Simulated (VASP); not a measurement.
**Adsorption sites of OH on Ag(100)**

Where does OH sit on Ag(100), and how strongly does it bind?

Program: VASP 6.6.1. Level of theory: PBEsol; plane waves and PAW (Ag), in the first sound run; inputs show where later runs differ. Results are calculated unless marked as measured.

Most raw output is cut from this account.

### 1. The starting structure

Symmetry: Fm-3m, No. 225, cubic system. The conventional cell has a = 4.090 Å, b = 4.090 Å, c = 4.090 Å, α = 90.00°, β = 90.00°, γ = 90.00°. Nearest to Ag lie 12 Ag at 2.89 Å.

### 2. The bulk reference, job relaxation, k-mesh 16×16×16

The bulk crystal is relaxed first, so that the slabs are cut at this functional's lattice.

Contents of INCAR:

```
SYSTEM = Ag
PREC = Accurate
ENCUT = 570
EDIFF = 1E-06
NELM = 120
ISMEAR = 1
SIGMA = 0.15
LREAL = .FALSE.
ALGO = Normal
GGA = PS
NBANDS = 11
LASPH = .TRUE.
LORBIT = 11
LWAVE = .FALSE.
LCHARG = .FALSE.
KPAR = 4
IBRION = 2
NSW = 30
ISIF = 3
EDIFFG = -0.01
POTIM = 0.4
```

Contents of POSCAR:

```
Ag
1.0
    0.0000000000      2.0450000000      2.0450000000
    2.0450000000      0.0000000000      2.0450000000
    2.0450000000      2.0450000000      0.0000000000
Ag
1
Direct
    0.0000000000      0.0000000000      0.0000000000
```

Contents of KPOINTS:

```
Automatic mesh
0
Gamma
16 16 16
0 0 0
```

PAW data sets: Ag (PBE family, release 64).

On the command line:

```console
$ mpirun -np 4 vasp_std
```

The job ended after 16 s (4 MPI ranks of Intel Xeon Platinum 8488C (Sapphire Rapids), shared host; peak memory 0.67 GiB; 63 s of CPU time).

This run has no spin polarisation. Its electron count is odd, so without a moment it is a metal by construction. The PAW data sets were made with PBE, which is usual practice but a small mismatch for other functionals. The run keeps the 48 symmetry operations of its start, so it cannot find a distortion of lower symmetry.

The steps of the relaxation:

| step | energy less that of the first step (eV) | largest force (eV/Å) | pressure (GPa) | volume (Å³) |
| --- | --- | --- | --- | --- |
| 1 | 0.0000 | 0.0000 | -3.17 | 17.10 |
| 2 | -0.0043 | 0.0000 | 1.33 | 16.44 |
| 3 | -0.0050 | 0.0000 | 0.06 | 16.62 |

| conventional cell, symmetrised | before | after | change |
| --- | --- | --- | --- |
| a (Å) | 4.090 | 4.051 | -1.0 % |
| b (Å) | 4.090 | 4.051 | -1.0 % |
| c (Å) | 4.090 | 4.051 | -1.0 % |
| volume (Å³/atom) | 17.10 | 16.62 | -2.8 % |

The relaxed structure:

```cif
data_structure
_symmetry_space_group_name_H-M 'P 1'
_symmetry_Int_Tables_number 1
_cell_length_a 2.8644
_cell_length_b 2.8644
_cell_length_c 2.8644
_cell_angle_alpha 60.000
_cell_angle_beta 60.000
_cell_angle_gamma 60.000
_cell_volume 16.62
loop_
_atom_site_label
_atom_site_type_symbol
_atom_site_fract_x
_atom_site_fract_y
_atom_site_fract_z
_atom_site_occupancy
Ag1 Ag 0.00000 0.00000 0.00000 1
```

This step gave:

| Item | Value |
| --- | --- |
| electronic cycles | 23 |
| electrons | 11 |
| free energy (TOTEN) | -3.311 eV |
| energy at zero smearing | -3.311 eV |
| Fermi energy | 8.522 eV |
| metallic | yes |

The run ended after 3 ionic steps, 0.005 eV below its first step, once forces and stress met EDIFFG = -0.01.

Energy at zero smearing: -3.31071 eV.

### 3. The bulk reference, job self-consistent run, k-mesh 20×20×20

Contents of INCAR:

```
SYSTEM = Ag
PREC = Normal
ENCUT = 440
EDIFF = 1E-06
NELM = 120
ISMEAR = 1
SIGMA = 0.15
LREAL = .FALSE.
ALGO = Fast
GGA = PS
NBANDS = 11
LASPH = .TRUE.
LORBIT = 11
LWAVE = .FALSE.
LCHARG = .FALSE.
KPAR = 4
```

Contents of POSCAR:

```
Ag
1.0
    0.0000000000      2.0254578570      2.0254578570
    2.0254578570      0.0000000000      2.0254578570
    2.0254578570      2.0254578570      0.0000000000
Ag
1
Direct
    0.0000000000      0.0000000000      0.0000000000
```

Contents of KPOINTS:

```
Automatic mesh
0
Gamma
20 20 20
0 0 0
```

On the command line:

```console
$ mpirun -np 4 vasp_std
```

Elapsed: 6.2 s, on 4 MPI ranks; peak memory 0.54 GiB.

Numbers from this step:

- electronic cycles: 11
- Fermi energy: 8.575 eV

Energy at zero smearing: -3.31137 eV.

The run ends at a pressure of 0.26 GPa.

### 4. Surface relaxation

System of this step: Ag(100). The cell holds 16 atoms: 16 Ag. Its edges and angles: a = 5.729 Å, b = 5.729 Å, c = 21.076 Å, α = 90.0°, β = 90.0°, γ = 90.0°. It derives from Ag. 4 layers of fcc Ag, cut at this functional's lattice. Vacuum lies along c.

The free atoms relax, while those held by selective dynamics keep their cut positions.

Contents of INCAR:

```
SYSTEM = Ag
PREC = Normal
ENCUT = 440
EDIFF = 1E-05
NELM = 120
ISMEAR = 1
SIGMA = 0.15
LREAL = Auto
ALGO = Fast
GGA = PS
NBANDS = 109
LASPH = .TRUE.
LORBIT = 11
LWAVE = .FALSE.
LCHARG = .FALSE.
KPAR = 2
NCORE = 2
IBRION = 2
NSW = 40
ISIF = 2
EDIFFG = -0.03
POTIM = 0.4
MAXMIX = 40
IDIPOL = 3
LDIPOL = .TRUE.
DIPOL = 0.5 0.5 0.5
```

Contents of POSCAR:

```
Ag
1.0
    5.7288599428      0.0000000000      0.0000000000
    0.0000000000      5.7288599428      0.0000000000
    0.0000000000      0.0000000000     21.0763735710
Ag
16
Selective dynamics
Direct
    0.2500000000      0.2500000000      0.3558486900  F F F
    0.7500000000      0.2500000000      0.3558486900  F F F
    0.2500000000      0.7500000000      0.3558486900  F F F
    0.7500000000      0.7500000000      0.3558486900  F F F
    0.0000000000      0.0000000000      0.4519495600  F F F
    0.5000000000      0.0000000000      0.4519495600  F F F
    0.0000000000      0.5000000000      0.4519495600  F F F
    0.5000000000      0.5000000000      0.4519495600  F F F
    0.2500000000      0.2500000000      0.5480504400  T T T
    0.7500000000      0.2500000000      0.5480504400  T T T
    0.2500000000      0.7500000000      0.5480504400  T T T
    0.7500000000      0.7500000000      0.5480504400  T T T
    0.0000000000      0.0000000000      0.6441513100  T T T
    0.5000000000      0.0000000000      0.6441513100  T T T
    0.0000000000      0.5000000000      0.6441513100  T T T
    0.5000000000      0.5000000000      0.6441513100  T T T
```

Contents of KPOINTS:

```
Automatic mesh
0
Gamma
4 4 1
0 0 0
```

On the command line:

```console
$ mpirun -np 4 vasp_std
```

Run time: 5 min. Hardware: 4 MPI ranks; peak memory 1.2 GiB; 20 min of CPU time.

The run keeps the 8 symmetry operations of its start, so it cannot find a distortion of lower symmetry.

Step by step:

| step | energy less that of the first step (eV) | largest force (eV/Å) |
| --- | --- | --- |
| 1 | 0.0000 | 0.1925 |
| 2 | -0.0095 | 0.1432 |
| 3 | -0.0185 | 0.0725 |
| 4 | -0.0186 | 0.0656 |
| 5 | -0.0186 | 0.0596 |
| 6 | -0.0200 | 0.0483 |
| 7 | -0.0225 | 0.0269 |

The atoms that moved most (Å):

| atom | dx | dy | dz | length |
| --- | --- | --- | --- | --- |
| Ag13 | 0.000 | 0.000 | -0.037 | 0.037 |
| Ag14 | 0.000 | 0.000 | -0.037 | 0.037 |
| Ag15 | 0.000 | 0.000 | -0.037 | 0.037 |
| Ag16 | 0.000 | 0.000 | -0.037 | 0.037 |
| Ag9 | 0.000 | 0.000 | 0.014 | 0.014 |
| Ag10 | 0.000 | 0.000 | 0.014 | 0.014 |
| Ag11 | 0.000 | 0.000 | 0.014 | 0.014 |
| Ag12 | 0.000 | 0.000 | 0.014 | 0.014 |

Final coordinates:

```cif
data_structure
_symmetry_space_group_name_H-M 'P 1'
_symmetry_Int_Tables_number 1
_cell_length_a 5.7289
_cell_length_b 5.7289
_cell_length_c 21.0764
_cell_angle_alpha 90.000
_cell_angle_beta 90.000
_cell_angle_gamma 90.000
_cell_volume 691.72
loop_
_atom_site_label
_atom_site_type_symbol
_atom_site_fract_x
_atom_site_fract_y
_atom_site_fract_z
_atom_site_occupancy
Ag1 Ag 0.25000 0.25000 0.35585 1
Ag2 Ag 0.75000 0.25000 0.35585 1
Ag3 Ag 0.25000 0.75000 0.35585 1
Ag4 Ag 0.75000 0.75000 0.35585 1
Ag5 Ag 0.00000 0.00000 0.45195 1
Ag6 Ag 0.50000 0.00000 0.45195 1
Ag7 Ag 0.00000 0.50000 0.45195 1
Ag8 Ag 0.50000 0.50000 0.45195 1
Ag9 Ag 0.25000 0.25000 0.54872 1
Ag10 Ag 0.75000 0.25000 0.54872 1
Ag11 Ag 0.25000 0.75000 0.54872 1
Ag12 Ag 0.75000 0.75000 0.54872 1
Ag13 Ag 0.00000 0.00000 0.64238 1
Ag14 Ag 0.50000 0.00000 0.64238 1
Ag15 Ag 0.00000 0.50000 0.64238 1
Ag16 Ag 0.50000 0.50000 0.64238 1
```

This step gave:

```
electronic cycles       : 56
electrons               : 176
free energy (TOTEN)     : -48.19 eV
energy at zero smearing : -48.19 eV
Fermi energy            : 0.7245 eV
dipole moment           : 0, 0, -0.001743 e·Å
```

The run ended after 7 ionic steps, 0.023 eV below its first step, once the forces on the free atoms met EDIFFG = -0.03.

### 5. Potential and states of the slab

A static run writes the electrostatic potential without exchange and correlation (LVHAR), which is flat in the vacuum and gives the level to count from. The dipole correction cancels the field that unlike faces would set up across the vacuum.

Contents of INCAR:

```
SYSTEM = Ag
PREC = Normal
ENCUT = 440
EDIFF = 1E-06
NELM = 120
ISMEAR = 1
SIGMA = 0.15
LREAL = Auto
ALGO = Fast
GGA = PS
NBANDS = 109
LASPH = .TRUE.
LORBIT = 11
LWAVE = .FALSE.
LCHARG = .FALSE.
KPAR = 2
NCORE = 2
IDIPOL = 3
LDIPOL = .TRUE.
DIPOL = 0.5 0.5 0.5
LVHAR = .TRUE.
LVACPOTAV = .TRUE.
NEDOS = 1500
```

Contents of POSCAR:

```
Ag
1.0
    5.7288599428      0.0000000000      0.0000000000
    0.0000000000      5.7288599428      0.0000000000
    0.0000000000      0.0000000000     21.0763735710
Ag
16
Selective dynamics
Direct
    0.2500000000      0.2500000000      0.3558486900  F F F
    0.7500000000      0.2500000000      0.3558486900  F F F
    0.2500000000      0.7500000000      0.3558486900  F F F
    0.7500000000      0.7500000000      0.3558486900  F F F
    0.0000000000      0.0000000000      0.4519495600  F F F
    0.5000000000      0.0000000000      0.4519495600  F F F
    0.0000000000      0.5000000000      0.4519495600  F F F
    0.5000000000      0.5000000000      0.4519495600  F F F
    0.2500000000      0.2500000000      0.5487188889  T T T
    0.7500000000      0.2500000000      0.5487188889  T T T
    0.2500000000      0.7500000000      0.5487188889  T T T
    0.7500000000      0.7500000000      0.5487188889  T T T
    0.0000000000      0.0000000000      0.6423821062  T T T
    0.5000000000      0.0000000000      0.6423821062  T T T
    0.0000000000      0.5000000000      0.6423821062  T T T
    0.5000000000      0.5000000000      0.6423821062  T T T
```

KPOINTS is that of step 4.

On the command line:

```console
$ mpirun -np 4 vasp_std
```

Elapsed: 1.9 min, on 4 MPI ranks; peak memory 1.1 GiB; 7.7 min of CPU time.

This step gave:

```yaml
electronic_cycles: 23
dipole_moment: 0, 0, -0.001741 e·Å
vacuum_levels: 4.946, 4.956 eV
work_functions_of_the_upper_and_lower_face: 4.221, 4.232 eV
```

Zero at the Fermi level. Planar average of the electrostatic potential against height:

| height (Å) | planar average of the electrostatic potential (eV) |
| --- | --- |
| 0.0 | 4.23 |
| 0.5 | 4.23 |
| 1.0 | 4.23 |
| 1.5 | 4.23 |
| 2.0 | 4.23 |
| 2.5 | 4.23 |
| 3.0 | 4.23 |
| 3.5 | 4.23 |
| 4.0 | 4.23 |
| 4.5 | 4.22 |
| 5.0 | 4.18 |
| 5.5 | 4.02 |
| 6.0 | 3.45 |
| 6.5 | 1.22 |
| 7.0 | -8.83 |
| 7.5 | -15.2 |
| 8.0 | -8.99 |
| 8.5 | -0.710 |
| 9.0 | -8.57 |
| 9.5 | -15.3 |
| 10.0 | -9.63 |
| 10.5 | -0.768 |
| 11.0 | -7.66 |
| 11.5 | -15.3 |
| 12.0 | -10.6 |
| 12.5 | -1.42 |
| 13.0 | -8.22 |
| 13.5 | -15.2 |
| 14.0 | -9.69 |
| 14.5 | 0.738 |
| 15.0 | 3.36 |
| 15.5 | 3.99 |
| 16.0 | 4.16 |
| 16.5 | 4.21 |
| 17.0 | 4.22 |
| 17.5 | 4.22 |
| 18.0 | 4.22 |
| 18.5 | 4.22 |
| 19.0 | 4.22 |
| 19.5 | 4.22 |
| 20.0 | 4.22 |
| 20.5 | 4.22 |

Density of states in the PAW spheres, an atom over height of the layer and energy from the Fermi level.

Ten even steps from '_' (0.00 states/eV) to '@' (3.89 states/eV), each cell a mean:
```
________
________
________
________
________
________
________
________
--------
@@%%%%@@
@@****@@
@@++++@@
%%**++@@
**##%%**
++++====
++****++
::**##--
__--==..
________
________
________
________
```
Columns: height of the layer (Å) from 7.5 to 13.5; rows upwards: energy from the Fermi level (eV) from -7.9 to 0.5.

Force by atom:

| atom | x (eV/Å) | y (eV/Å) | z (eV/Å) | size |
| --- | --- | --- | --- | --- |
| Ag1 | 0.000 | 0.000 | 0.176 | 0.176 |
| Ag2 | 0.000 | 0.000 | 0.176 | 0.176 |
| Ag3 | 0.000 | 0.000 | 0.176 | 0.176 |
| Ag4 | 0.000 | 0.000 | 0.176 | 0.176 |
| Ag5 | 0.000 | 0.000 | -0.139 | 0.139 |
| Ag6 | 0.000 | 0.000 | -0.139 | 0.139 |
| Ag7 | 0.000 | 0.000 | -0.139 | 0.139 |
| Ag8 | 0.000 | 0.000 | -0.139 | 0.139 |
| Ag9 | 0.000 | 0.000 | -0.011 | 0.011 |
| Ag10 | 0.000 | 0.000 | -0.011 | 0.011 |
| Ag11 | 0.000 | 0.000 | -0.011 | 0.011 |
| Ag12 | 0.000 | 0.000 | -0.011 | 0.011 |
| Ag13 | 0.000 | 0.000 | -0.026 | 0.026 |
| Ag14 | 0.000 | 0.000 | -0.026 | 0.026 |
| Ag15 | 0.000 | 0.000 | -0.026 | 0.026 |
| Ag16 | 0.000 | 0.000 | -0.026 | 0.026 |

The map of layer states is cut here 0.5 eV above the Fermi level, so it leaves out the states above that.

The vacuum level lies 4.22 eV above the Fermi level at the upper face; both faces agree, as the slab has next to no dipole.

The program found no field-free point at its default tolerance, but its printed level agrees with the flat part of the planar average.

On this mesh the fine structure of the density of states is sampling noise, and high empty states may be cut by the number of bands.

### 6. The free molecule

This step: PBEsol, spin-polarised, with small moments to start from; plane waves and PAW (O, H) (VASP 6.6.1).

System of this step: HO (OH). The cell holds 2 atoms: 1 O and 1 H. Cell: a = 11.000 Å, b = 11.500 Å, c = 13.000 Å, α = 90.0°, β = 90.0°, γ = 90.0°. Vacuum lies along a, b and c.

The adsorption energy needs the molecule on its own, relaxed in a large box with the same cutoff and functional.

Contents of INCAR:

```
SYSTEM = HO
PREC = Normal
ENCUT = 440
EDIFF = 1E-05
NELM = 120
ISMEAR = 0
SIGMA = 0.01
LREAL = .FALSE.
ALGO = Normal
GGA = PS
NBANDS = 12
ISPIN = 2
MAGMOM = 0.6 0.6
LORBIT = 11
LWAVE = .FALSE.
LCHARG = .FALSE.
NCORE = 4
LASPH = .TRUE.
IBRION = 2
NSW = 30
ISIF = 2
EDIFFG = -0.03
POTIM = 0.4
MAXMIX = 40
ISYM = 0
```

Contents of POSCAR:

```
HO
1.0
   11.0000000000      0.0000000000      0.0000000000
    0.0000000000     11.5000000000      0.0000000000
    0.0000000000      0.0000000000     13.0000000000
O H
1 1
Direct
    0.5000000000      0.5000000000      0.4623076900
    0.5000000000      0.5000000000      0.5376923100
```

Contents of KPOINTS:

```
Automatic mesh
0
Gamma
1 1 1
0 0 0
```

PAW data sets: O and H (PBE family, release 64).

On the command line:

```console
$ mpirun -np 4 vasp_gam
```

Elapsed: 58 s, on 4 MPI ranks; peak memory 1.1 GiB.

The steps of the relaxation:

| step | energy less that of the first step (eV) | largest force (eV/Å) |
| --- | --- | --- |
| 1 | 0.0000 | 0.4240 |
| 2 | 0.0099 | 0.9790 |
| 3 | -0.0019 | 0.0027 |

This step gave:

| Property | Result |
| --- | --- |
| electronic cycles | 43 |
| electrons | 7 |
| free energy (TOTEN) | -7.711 eV |
| moment of the cell, from the last line of the log | 1 μB |
| gap between the highest filled and lowest empty level | 0.6891 eV |

Spin moment in the PAW sphere by atom:

| atom | spin moment in the PAW sphere (μB) |
| --- | --- |
| O1 | 0.772 |
| H2 | -0.006 |

The run ended after 3 ionic steps, 0.002 eV below its first step, once the forces on the free atoms met EDIFFG = -0.03.

Energy at zero smearing: -7.71115 eV.

### 7. Relaxing the adsorbate, site ontop

This step: PBEsol; plane waves and PAW (Ag, O, H) (VASP 6.6.1).

System of this step: Ag16HO (Ag(100)). The cell holds 18 atoms: 16 Ag, 1 O and 1 H. Its edges and angles: a = 5.729 Å, b = 5.729 Å, c = 21.076 Å, α = 90.0°, β = 90.0°, γ = 90.0°. It derives from Ag. OH over the ontop site of Ag(100). Vacuum lies along c.

The adsorbate starts over a high-symmetry site, and it relaxes with the upper layers within that symmetry.

Contents of INCAR:

```
SYSTEM = Ag16HO
PREC = Normal
ENCUT = 440
EDIFF = 1E-05
NELM = 120
ISMEAR = 1
SIGMA = 0.15
LREAL = Auto
ALGO = Fast
GGA = PS
NBANDS = 113
LASPH = .TRUE.
LORBIT = 11
LWAVE = .FALSE.
LCHARG = .FALSE.
KPAR = 2
NCORE = 2
IBRION = 2
NSW = 50
ISIF = 2
EDIFFG = -0.03
POTIM = 0.4
MAXMIX = 40
IDIPOL = 3
LDIPOL = .TRUE.
DIPOL = 0.5 0.5 0.528
```

Contents of POSCAR:

```
Ag16HO
1.0
    5.7288599428      0.0000000000      0.0000000000
    0.0000000000      5.7288599428      0.0000000000
    0.0000000000      0.0000000000     21.0763735710
Ag O H
16 1 1
Selective dynamics
Direct
    0.2500000000      0.2500000000      0.3558486900  F F F
    0.7500000000      0.2500000000      0.3558486900  F F F
    0.2500000000      0.7500000000      0.3558486900  F F F
    0.7500000000      0.7500000000      0.3558486900  F F F
    0.0000000000      0.0000000000      0.4519495600  F F F
    0.5000000000      0.0000000000      0.4519495600  F F F
    0.0000000000      0.5000000000      0.4519495600  F F F
    0.5000000000      0.5000000000      0.4519495600  F F F
    0.2500000000      0.2500000000      0.5487188900  T T T
    0.7500000000      0.2500000000      0.5487188900  T T T
    0.2500000000      0.7500000000      0.5487188900  T T T
    0.7500000000      0.7500000000      0.5487188900  T T T
    0.0000000000      0.0000000000      0.6423821100  T T T
    0.5000000000      0.0000000000      0.6423821100  T T T
    0.0000000000      0.5000000000      0.6423821100  T T T
    0.5000000000      0.5000000000      0.6423821100  T T T
    0.0000000000      0.0000000000      0.7325304400  T T T
    0.0000000000      0.0000000000      0.7790280000  T T T
```

Contents of KPOINTS:

```
Automatic mesh
0
Gamma
4 4 1
0 0 0
```

PAW data sets: Ag, O and H (PBE family, release 64).

On the command line:

```console
$ mpirun -np 4 vasp_std
```

Wall time 21 min (4 MPI ranks); peak memory 1.3 GiB.

Step by step (22 of 50):

| step | energy less that of the first step (eV) | largest force (eV/Å) |
| --- | --- | --- |
| 1 | 0.0000 | 2.6953 |
| 3 | -0.0673 | 1.5239 |
| 6 | -0.1183 | 0.4159 |
| 8 | -0.1218 | 0.2085 |
| 10 | -0.1241 | 0.2121 |
| 13 | -0.1259 | 0.2155 |
| 15 | -0.1270 | 0.0894 |
| 17 | -0.1276 | 0.0897 |
| 20 | -0.1299 | 0.0967 |
| 22 | -0.1302 | 0.1187 |
| 24 | -0.1303 | 0.1768 |
| 27 | -0.1312 | 0.1196 |
| 29 | -0.1314 | 0.0874 |
| 31 | -0.1314 | 0.0653 |
| 34 | -0.1315 | 0.0414 |
| 36 | -0.1317 | 0.0646 |
| 38 | -0.1319 | 0.0353 |
| 41 | -0.1319 | 0.0626 |
| 43 | -0.1320 | 0.0454 |
| 45 | -0.1322 | 0.0364 |
| 48 | -0.1325 | 0.0358 |
| 50 | -0.1326 | 0.0346 |

The atoms that moved most (Å):

| atom | dx | dy | dz | length |
| --- | --- | --- | --- | --- |
| O17 | 0.000 | 0.000 | 0.108 | 0.108 |
| H18 | 0.000 | 0.000 | 0.098 | 0.098 |
| Ag16 | 0.000 | 0.000 | -0.056 | 0.056 |
| Ag14 | 0.000 | 0.000 | 0.023 | 0.023 |
| Ag15 | 0.000 | 0.000 | 0.023 | 0.023 |
| Ag13 | 0.000 | 0.000 | -0.020 | 0.020 |
| Ag12 | 0.005 | 0.005 | -0.013 | 0.015 |
| Ag10 | 0.005 | -0.005 | -0.013 | 0.015 |

The relaxed structure:

```xyz
18
Lattice="5.7289 0.0000 0.0000 0.0000 5.7289 0.0000 0.0000 0.0000 21.0764" Properties=species:S:1:pos:R:3
Ag    1.4322    1.4322    7.5000
Ag    4.2966    1.4322    7.5000
Ag    1.4322    4.2966    7.5000
Ag    4.2966    4.2966    7.5000
Ag    0.0000    0.0000    9.5255
Ag    2.8644    0.0000    9.5255
Ag    0.0000    2.8644    9.5255
Ag    2.8644    2.8644    9.5255
Ag    1.4274    1.4274   11.5520
Ag    4.3014    1.4274   11.5520
Ag    1.4274    4.3014   11.5520
Ag    4.3014    4.3014   11.5520
Ag    0.0000    0.0000   13.5193
Ag    2.8644    0.0000   13.5618
Ag    0.0000    2.8644   13.5618
Ag    2.8644    2.8644   13.4830
O     0.0000    0.0000   15.5474
H     0.0000    0.0000   16.5170
```

The run used up its steps with a largest force of 0.03 eV/Å at its last finished step, so it is continued.

### 8. Going on with the relaxation

The relaxation goes on from its last finished geometry.

Changes to INCAR since step 7:

```diff
@@ -17,3 +17,3 @@
 NCORE = 2
-IBRION = 2
+IBRION = 1
 NSW = 50
@@ -21,3 +21,3 @@
 EDIFFG = -0.03
-POTIM = 0.4
+POTIM = 0.3
 MAXMIX = 40
```

Contents of POSCAR:

```
Ag16HO
1.0
    5.7288599428      0.0000000000      0.0000000000
    0.0000000000      5.7288599428      0.0000000000
    0.0000000000      0.0000000000     21.0763735710
Ag O H
16 1 1
Selective dynamics
Direct
    0.2500000000      0.2500000000      0.3558486900  F F F
    0.7500000000      0.2500000000      0.3558486900  F F F
    0.2500000000      0.7500000000      0.3558486900  F F F
    0.7500000000      0.7500000000      0.3558486900  F F F
    0.0000000000      0.0000000000      0.4519495600  F F F
    0.5000000000      0.0000000000      0.4519495600  F F F
    0.0000000000      0.5000000000      0.4519495600  F F F
    0.5000000000      0.5000000000      0.4519495600  F F F
    0.2491640472      0.2491640472      0.5481019214  T T T
    0.7508359528      0.2491640472      0.5481019214  T T T
    0.2491640472      0.7508359528      0.5481019214  T T T
    0.7508359528      0.7508359528      0.5481019214  T T T
    0.0000000000      0.0000000000      0.6414425161  T T T
    0.5000000000      0.0000000000      0.6434622498  T T T
    0.0000000000      0.5000000000      0.6434622498  T T T
    0.5000000000      0.5000000000      0.6397233871  T T T
    0.0000000000      0.0000000000      0.7376680931  T T T
    0.0000000000      0.0000000000      0.7836727138  T T T
```

KPOINTS is that of step 7.

On the command line:

```console
$ mpirun -np 4 vasp_std
```

Run time: 2.9 min. Hardware: 4 MPI ranks; peak memory 1.2 GiB.

No atom moved by 0.005 Å in the relaxation.

Numbers from this step:

| Quantity | Value |
| --- | --- |
| electronic cycles | 31 |
| electrons | 183 |
| free energy (TOTEN) | -57.8783 eV |
| energy at zero smearing | -57.8724 eV |
| Fermi energy | 0.5403 eV |
| dipole moment | 0, 0, 0.09568 e·Å |

The run ended after 3 ionic steps, 0.000 eV below its first step, once the forces on the free atoms met EDIFFG = -0.03.

VASP counts the dipole in electrons times Å, so a positive number points the physical dipole along −c.

[end of part 1 of 2]

[Lines on the potential files, build, host, timing and source positions are cut from VASP's logs without a mark.]

[Logs are printed without paths, hosts, clocks, repeated set-up lines and the standing remarks that a program may print on its own settings, such as how far it seeks lower states.]

[Hosts, paths, dates, database ids (printed as entryN), source tags and the programs' standing remarks are cut or masked in the printed files.]

[Runs that stopped without an error message from VASP are left out.]
